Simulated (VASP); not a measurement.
# MgW (P2/c) in VASP: equation of state

Aim: energy against volume of MgW in PBE, for its equilibrium volume and stiffness.

Program: VASP 6.6.1. These are calculated values, not measurements. Logs are shortened: lines on timing, memory, paths and dates and some standing lists are left out, and cuts for length are marked.

## Step 1: The structure

It takes space group P2/c (No. 13, monoclinic). Conventional cell: a = 4.680 Å, b = 5.660 Å, c = 4.920 Å, α = 90.00°, β = 90.33°, γ = 90.00°. Around W (site symmetry 2) lie 2 W at 3.21 Å and 8 Mg at 3.47 to 3.68 Å. Around Mg (site symmetry 2) lie 2 Mg at 3.19 Å and 6 W at 3.47 to 3.66 Å.

## Step 2: Equation of state, PBE, 30.63 Å³/atom (volume scaled by 0.94)

Input file INCAR:

```
PREC     = Accurate       # precision mode
ENCUT    = 520            # plane-wave cutoff, eV
EDIFF    = 1E-7           # SCF threshold, eV
ISMEAR   = -1             # smearing method
SIGMA    = 0.05           # smearing width, eV
LREAL    = False          # projectors in reciprocal space
LASPH    = True           # aspherical terms in the spheres
NELM     = 80             # most SCF steps
ALGO     = Normal         # electronic algorithm
ISIF     = 2              # what is computed and relaxed
LWAVE    = False          # write WAVECAR
LCHARG   = False          # write CHGCAR
GGA      = PE             # functional
NBANDS   = 24             # bands
```

Input file KPOINTS:

```
regular mesh
0
Gamma
  6 5 6
```

Input file POSCAR:

```
MgW
1.0
    4.5844629888      0.0000000000      0.0000000000
    0.0000000000      5.5444573753      0.0000000000
   -0.0277585405      0.0000000000      4.8194837158
W Mg
2 2
Direct
    0.0000000000      0.1820000000      0.2500000000
    0.0000000000      0.8180000000      0.7500000000
    0.5000000000      0.6800000000      0.2500000000
    0.5000000000      0.3200000000      0.7500000000
```

Potentials or basis: VASP PAW PBE potentials, release 64 (W_sv, Mg).

Started as:

```
$ cat potpaw_PBE.64/W_sv/POTCAR potpaw_PBE.64/Mg/POTCAR > POTCAR
$ mpirun -np 1 vasp_std > vasp.out
```

OUTCAR:

```text
PREC = Accurate
   ENCUT = 520
   EDIFF = 1E-7
   ISMEAR = -1
   LREAL = False
   LASPH = True
   NELM = 80
   ISIF = 2
   GGA = PE

 Found     60 irreducible k-points:

 Following reciprocal coordinates:
            Coordinates               Weight
  0.000000  0.000000  0.000000      1.000000
  0.166667  0.000000  0.000000      2.000000
  0.333333  0.000000  0.000000      2.000000
  0.500000  0.000000  0.000000      1.000000
  0.000000  0.200000  0.000000      2.000000
  0.166667  0.200000  0.000000      4.000000
   k-points           NKPTS =     60   k-points in BZ     NKDIM =     60   number of bands    NBANDS=     24
   number of dos      NEDOS =    301   number of ions     NIONS =      4
   total plane-waves  NPLWV =  54432
   dimension x,y,z NGX =    36 NGY =   42 NGZ =   36
   dimension x,y,z NGXF=    72 NGYF=   84 NGZF=   72
   ions per type =               2   2
   NGX,Y,Z   is equivalent  to a cutoff of  13.05, 12.59, 12.42 a.u.
   NGXF,Y,Z  is equivalent  to a cutoff of  26.11, 25.19, 24.84 a.u.
 SYSTEM =  unknown system
   PREC   = accura    normal or accurate (medium, high low for compatibility)
   ISTART =      0    job   : 0-new  1-cont  2-samecut
   ICHARG =      2    charge: 1-file 2-atom 10-const
   ISPIN  =      1    spin polarized calculation?
   LNONCOLLINEAR =      F non collinear calculations
   LSORBIT =      F    spin-orbit coupling
   LASPH  =      T    aspherical Exc in radial PAW
   ENCUT  =  520.0 eV  38.22 Ry    6.18 a.u.   8.52 10.31  8.96*2*pi/ulx,y,z
   NELM   =     80;   NELMIN=  2; NELMDL= -5     # of ELM steps
   EDIFF  = 0.1E-06   stopping-criterion for ELM
   LREAL  =      F    real-space projection
   EDIFFG = 0.1E-05   stopping-criterion for IOM
   NSW    =      0    number of steps for IOM
   IBRION =     -1    ionic relax: 0-MD 1-quasi-New 2-CG
   NFREE  =      0    steps in history (QN), initial steepest desc. (CG)
   ISIF   =      2    stress and relaxation
   ISYM   =      2    0-nonsym 1-usesym 2-fastsym
   POTIM  = 0.5000    time-step for ionic-motion
   TEBEG  =    0.0;   TEEND  =   0.0 temperature during run
   PSTRESS=    0.0 pullay stress
   NELECT =      32.0000    total number of electrons
   NUPDOWN=      -1.0000    fix difference up-down
   EMIN   =  10.00;   EMAX   =-10.00  energy-range for DOS
   EFERMI =   0.00;   METHOD = LEGACY
   ISMEAR =    -1;   SIGMA  =   0.05  broadening in eV -4-tet -1-fermi 0-gaus
   EFERMI_NEDOS =   21; number of points for ismear=-14 and -15
   IALGO  =     38    algorithm
   IMIX   =      4    mixing-type and parameters
     AMIX     =   0.40;   BMIX     =  1.00
     AMIX_MAG =   1.60;   BMIX_MAG =  1.00
  volume/ion in A,a.u.               =      30.63       206.67
  Fermi-wavevector in a.u.,A,eV,Ry     =   1.046507  1.977612 14.900787  1.095177
  Thomas-Fermi vector in A             =   2.181348
   LORBIT       =      0    0 simple, 1 ext, 2 COOP (PROOUT), +10 PAW based schemes
   GGA     = PE    functional components
   LHFCALC =     F    Hartree Fock is set to
   AEXX    =    0.0000 exact exchange contribution
   IVDW    =     0    specifies the selected vdW correction
   LEPSILON=     F    determine dielectric tensor
   LRPA    =     F    only Hartree local field effects (RPA)
 non-spin polarized calculation
  energy-cutoff  :      520.00
  volume of cell :      122.50
 maximum number of plane-waves:      3342
 NGX is ok and might be reduce to    36
   NGX = 17   NGY = 21   NGZ = 17

 number of electron      31.9999996 magnetization

 Free energy of the ion-electron system (eV)
  ---------------------------------------------------
  ext. energy  EPLUGINS =         0.00000000
  ---------------------------------------------------
  free energy    TOTEN  =       -20.01895841 eV

  energy without entropy =      -19.98665948  energy(sigma->0) =      -20.00280894

 E-fermi :   2.2760     XC(G=0):  -8.9080

 val. band max:        2.2666578555   @ k =  -0.1667   0.4000   0.3333
 cond. band min:       2.3190102226   @ k =   0.1667   0.2000   0.0000
 fundamental gap:      0.0523523671
 Fermi energy:         2.2759807885

 k-point     1 :       0.0000    0.0000    0.0000
  band No.  band energies     occupation
      1     -72.1844      2.00000
      2     -72.1760      2.00000
      3     -36.3462      2.00000
      4     -36.3271      2.00000
      5     -36.2466      2.00000
      6     -36.2410      2.00000
[... 16 lines left out ...]
     23       4.4257      0.00000
     24       6.6011      0.00000

 k-point     2 :       0.1667    0.0000    0.0000
  band No.  band energies     occupation
      1     -72.1844      2.00000
      2     -72.1760      2.00000
      3     -36.3466      2.00000
      4     -36.3275      2.00000
      5     -36.2466      2.00000
      6     -36.2410      2.00000
[... 16 lines left out ...]
     23       4.4968      0.00000
     24       6.2710      0.00000

 k-point     3 :       0.3333    0.0000    0.0000
  band No.  band energies     occupation
      1     -72.1844      2.00000
      2     -72.1760      2.00000
      3     -36.3475      2.00000
      4     -36.3282      2.00000
      5     -36.2466      2.00000
      6     -36.2409      2.00000
[... 16 lines left out ...]
     23       4.9205      0.00000
     24       5.6401      0.00000

 k-point     4 :       0.5000    0.0000    0.0000
  band No.  band energies     occupation
      1     -72.1844      2.00000
      2     -72.1760      2.00000
      3     -36.3479      2.00000
      4     -36.3286      2.00000
      5     -36.2465      2.00000
      6     -36.2409      2.00000
[... 16 lines left out ...]
     23       5.3051      0.00000
     24       5.7240      0.00000

 k-point     5 :       0.0000    0.2000    0.0000
  band No.  band energies     occupation
      1     -72.1844      2.00000
      2     -72.1760      2.00000
      3     -36.3461      2.00000
      4     -36.3272      2.00000
      5     -36.2462      2.00000
      6     -36.2400      2.00000
[... 16 lines left out ...]
     23       5.2155      0.00000
     24       6.5525      0.00000

 k-point     6 :       0.1667    0.2000    0.0000
  band No.  band energies     occupation
      1     -72.1844      2.00000
      2     -72.1760      2.00000
      3     -36.3465      2.00000
      4     -36.3276      2.00000
      5     -36.2462      2.00000
      6     -36.2400      2.00000
[... 16 lines left out ...]
     23       5.5799      0.00000
     24       6.3014      0.00000

 [... further k-points ...]

------------------------ aborting loop because EDIFF is reached ----------------------------------------

  FORCE on cell =-STRESS in cart. coord.  units (eV):
  Direction    XX          YY          ZZ          XY          YZ          ZX
  --------------------------------------------------------------------------------------
  -------------------------------------------------------------------------------------
  Total      -12.9666793    -17.6371030    -18.3902958      0.0000000      0.0000000      0.1047890
  in kB     -169.5865151   -230.6692997   -240.5200353      0.0000000      0.0000000      1.3704978
  external PRESSURE =    -213.5919501 kB  Pullay stress =       0.0000000 kB

 VOLUME and BASIS-vectors are now :
 -----------------------------------------------------------------------------
  energy-cutoff  :      520.00
  volume of cell :      122.50
      direct lattice vectors                 reciprocal lattice vectors
     4.584462989  0.000000000  0.000000000     0.218128056  0.000000000  0.001256341
     0.000000000  5.544457375  0.000000000     0.000000000  0.180360301  0.000000000
    -0.027758541  0.000000000  4.819483716     0.000000000  0.000000000  0.207491105

 POSITION                                       TOTAL-FORCE (eV/Angst)
 -----------------------------------------------------------------------------------
     -0.00694      1.00909      1.20487        -0.000000     -2.854683      0.000000
     -0.02082      4.53537      3.61461         0.000000      2.854683      0.000000
      2.28529      3.77023      1.20487         0.000000      0.666908      0.000000
      2.27141      1.77423      3.61461         0.000000     -0.666908      0.000000
 -----------------------------------------------------------------------------------
    total drift:                                0.000000      0.000000      0.000000

  FREE ENERGIE OF THE ION-ELECTRON SYSTEM (eV)
  ---------------------------------------------------
  free  energy   TOTEN  =       -20.0189584105 eV

  energy  without entropy=      -19.9866594772  energy(sigma->0) =      -20.00280894
```

Wall time 2.3 min (1 thread of Intel Xeon Platinum 8375C at 2.90GHz (Ice Lake), shared host); peak memory 0.32 GiB.

What came out:

```
Free energy            : -20.0190 eV
Pressure               : -21.4 GPa
Largest force          : 2.855 eV/Å
Band gap on the k mesh : none (metal or under the smearing width)
```

Caveat: forces of over 1 eV/Å show positions far from the minimum, so gaps and moduli don't describe the material at rest.

## Step 3: Equation of state, PBE, 31.28 Å³/atom (volume scaled by 0.96)

Input file INCAR:

```
PREC = Accurate
ENCUT = 520
EDIFF = 1E-7
ISMEAR = -1
SIGMA = 0.05
LREAL = F
LASPH = T
NELM = 100
ALGO = Normal
ISIF = 2
LWAVE = F
LCHARG = F
GGA = PE
NBANDS = 24
```

KPOINTS is that of step 2.

Input file POSCAR:

```
MgW
1.0
    4.6167490031      0.0000000000      0.0000000000
    0.0000000000      5.5835041363      0.0000000000
   -0.0279540296      0.0000000000      4.8534248602
W Mg
2 2
Direct
    0.0000000000      0.1820000000      0.2500000000
    0.0000000000      0.8180000000      0.7500000000
    0.5000000000      0.6800000000      0.2500000000
    0.5000000000      0.3200000000      0.7500000000
```

Potentials or basis: VASP PAW PBE potentials, release 64 (W_sv, Mg).

Started as:

```
$ cat potpaw_PBE.64/W_sv/POTCAR potpaw_PBE.64/Mg/POTCAR > POTCAR
$ mpirun -np 1 vasp_std > vasp.out
```

Wall time 2.5 min (1 thread of Intel Xeon Platinum 8375C at 2.90GHz (Ice Lake), shared host); peak memory 0.33 GiB.

Results (log left out):

```yaml
Free_energy: -19.6735 eV
Pressure: -21.1 GPa
Largest_force: 2.843 eV/Å
Band_gap_on_the_k_mesh: none (metal or under the smearing width)
```

Caveat: forces of over 1 eV/Å show positions far from the minimum, so gaps and moduli don't describe the material at rest.

[end of part 1 of 2]
